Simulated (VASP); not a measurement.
Output of a VASP run:

OSZICAR:
```
       N       E                     dE             d eps       ncg     rms          rms(c)
DAV:   1     0.198797426655E+02    0.19880E+02   -0.38834E+03  1176   0.826E+02
DAV:   2    -0.109495081834E+01   -0.20975E+02   -0.20965E+02  1246   0.138E+02
DAV:   3    -0.145265588913E+01   -0.35771E+00   -0.35771E+00  1540   0.258E+01
DAV:   4    -0.145510185784E+01   -0.24460E-02   -0.24460E-02  1456   0.189E+00
DAV:   5    -0.145512813281E+01   -0.26275E-04   -0.26275E-04  1526   0.161E-01    0.211E-01
DAV:   6    -0.145367005345E+01    0.14581E-02   -0.95141E-04  1400   0.543E-01    0.136E-01
DAV:   7    -0.145283716908E+01    0.83288E-03   -0.13440E-03  1267   0.543E-01    0.221E-02
DAV:   8    -0.145282154440E+01    0.15625E-04   -0.96128E-05  1337   0.221E-01    0.250E-03
DAV:   9    -0.145282181808E+01   -0.27368E-06   -0.35336E-07   805   0.874E-03
   1 F= -.42966627E+00 E0= -.42944002E+00  d E =-.429666E+00
       N       E                     dE             d eps       ncg     rms          rms(c)
DAV:   1    -0.230104895741E+01   -0.84823E+00   -0.23902E+01  1176   0.983E+01    0.616E+00
DAV:   2    -0.165576195793E+01    0.64529E+00   -0.87998E-01  1176   0.203E+01    0.310E+00
DAV:   3    -0.144100059340E+01    0.21476E+00   -0.28799E-01  1183   0.111E+01    0.406E-01
DAV:   4    -0.142577159722E+01    0.15229E-01   -0.70579E-03  1232   0.200E+00    0.306E-02
DAV:   5    -0.142518251808E+01    0.58908E-03   -0.14794E-03  1225   0.890E-01    0.146E-02
DAV:   6    -0.142516973103E+01    0.12787E-04   -0.26593E-05  1435   0.944E-02    0.987E-04
DAV:   7    -0.142516914341E+01    0.58762E-06   -0.16674E-06   616   0.271E-02
   2 F= -.54369677E+00 E0= -.54344157E+00  d E =-.114031E+00
       N       E                     dE             d eps       ncg     rms          rms(c)
DAV:   1    -0.197647618061E+01   -0.55131E+00   -0.17250E+01  1176   0.860E+01    0.515E+00
DAV:   2    -0.152238861798E+01    0.45409E+00   -0.60452E-01  1176   0.171E+01    0.260E+00
DAV:   3    -0.136980210886E+01    0.15259E+00   -0.20782E-01  1176   0.954E+00    0.327E-01
DAV:   4    -0.135911125133E+01    0.10691E-01   -0.56567E-03  1232   0.182E+00    0.253E-02
DAV:   5    -0.135872793182E+01    0.38332E-03   -0.78650E-04  1260   0.659E-01    0.118E-02
DAV:   6    -0.135871920133E+01    0.87305E-05   -0.57613E-06  1477   0.348E-02    0.677E-04
DAV:   7    -0.135871898923E+01    0.21209E-06   -0.58169E-07   630   0.162E-02
   3 F= -.58122340E+00 E0= -.58094922E+00  d E =-.151557E+00
       N       E                     dE             d eps       ncg     rms          rms(c)
DAV:   1    -0.136016603478E+01   -0.14468E-02   -0.53365E-01  1176   0.164E+01    0.844E-01
DAV:   2    -0.134766317282E+01    0.12503E-01   -0.14719E-02  1176   0.268E+00    0.432E-01
DAV:   3    -0.134326387147E+01    0.43993E-02   -0.65192E-03  1176   0.169E+00    0.428E-02
DAV:   4    -0.134297316146E+01    0.29071E-03   -0.25011E-04  1197   0.380E-01    0.504E-03
DAV:   5    -0.134296650862E+01    0.66528E-05   -0.45324E-06  1316   0.503E-02    0.201E-03
DAV:   6    -0.134296521346E+01    0.12952E-05   -0.12630E-06   595   0.271E-02    0.943E-05
DAV:   7    -0.134296521544E+01   -0.19768E-08   -0.34798E-08   595   0.291E-03
   4 F= -.58178410E+00 E0= -.58150711E+00  d E =-.152118E+00
```

### OUTCAR
```
------------------------ aborting loop because EDIFF is reached ----------------------------------------
  FORCE on cell =-STRESS in cart. coord.  units (eV):
  Direction    XX          YY          ZZ          XY          YZ          ZX
  --------------------------------------------------------------------------------------
  Total        0.7753401      0.7753401      0.7753401      0.0000000     -0.0000000     -0.0000000
  in kB       50.9300700     50.9300700     50.9300700      0.0000000     -0.0000000     -0.0000000
  external PRESSURE =       0.9300700 kB  Pullay stress =      50.0000000 kB
  volume of cell :       24.39
      direct lattice vectors                 reciprocal lattice vectors
    -1.826934020  1.826934020  1.826934020     0.000000000  0.273682571  0.273682571
     1.826934020 -1.826934020  1.826934020     0.273682571  0.000000000  0.273682571
     1.826934020  1.826934020 -1.826934020     0.273682571  0.273682571  0.000000000
 POSITION                                       TOTAL-FORCE (eV/Angst)
 -----------------------------------------------------------------------------------
      0.00000      0.00000      0.00000        -0.000000      0.000000      0.000000
 -----------------------------------------------------------------------------------
    total drift:                                0.000000     -0.000000      0.000000
  FREE ENERGIE OF THE ION-ELECTRON SYSTEM (eV)
  ---------------------------------------------------
  free  energy   TOTEN  =        -1.3429652154 eV

  energy  without entropy=       -1.3421342423  energy(sigma->0) =       -1.34268822
  enthalpy is  TOTEN    =        -0.5817841046 eV   P V=        0.7611811108

 reached required accuracy - stopping structural energy minimisation
```
(Selected blocks of OUTCAR.)

File POSCAR:
```
Na
1
   -2.0162331459     2.0162331459     2.0162331459
    2.0162331459    -2.0162331459     2.0162331459
    2.0162331459     2.0162331459    -2.0162331459
Na
1
Direct
  0.0000000000   0.0000000000   0.0000000000
```

### Question
Write an INCAR and KPOINTS that could have produced this output.

### Answer
One answer among several that fit: the input of the run itself, LDA (Ceperley-Alder, Perdew-Zunger), plane waves, VASP's LDA PAW potentials (set 64).

### KPOINTS
```
Automatic mesh
0
Gamma
13 13 13
0 0 0
```

### INCAR
```
LREAL  =  .FALSE.   # projection in real space or not
EDIFFG  =  -0.02   # ionic stop
LWAVE  =  .FALSE.
SYSTEM  =  Na
EDIFF  =  1E-6   # SCF stop (eV)
PSTRESS  =  50   # kbar
ISMEAR  =  1   # Methfessel-Paxton
NELM  =  100   # most electronic steps
SIGMA  =  0.1
ISIF  =  3
PREC  =  Accurate
LASPH  =  .TRUE.   # aspherical one-centre terms
ENCUT  =  500   # plane-wave cut-off (eV)
LCHARG  =  .FALSE.
ALGO  =  Normal
IBRION  =  2
NSW  =  40
```

POTCAR, in this order: Na_pv (LDA.64 set). Program: vasp_std.

Energy and stress use the plane-wave basis of the starting cell.

The compound is Na in the bcc structure. This run relaxes it under an external pressure of 5 GPa. Symmetry was kept, so distortions that lower it aren't found.
